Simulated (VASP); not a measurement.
Data:

```
AsB
1.0
    2.89958     0.00000     0.00000
    0.00000     2.89958     0.00000
    0.00000     0.00000     2.89958
B As
1 1
Cartesian
  0.00000   0.00000   0.00000
  1.44979   1.44979   1.44979
```

Calculation: PBEsol GGA, VASP's PBE PAW potentials (set 64) (plane waves; VASP). Settings: 520 eV cut-off, 14×14×14 Γ-centred mesh, tetrahedra with Blöchl corrections, potentials B As.

Predict the energy per atom (σ→0), band gap (on the k-mesh) with the smallest direct gap where there is one.

* **band gap (on the k-mesh)**: none (metal, semimetal or under 0.01 eV)
* **energy per atom (σ→0)**: -4.633 eV/atom

Total energies compare only between runs with the same potentials, cut-off and functional.

The structure was generated: BAs was put into the CsCl type type (Pm-3m), which need not be its known phase. It was relaxed first, which changed the volume by +33 %. VASP warned that the highest band is occupied, so more bands are needed.
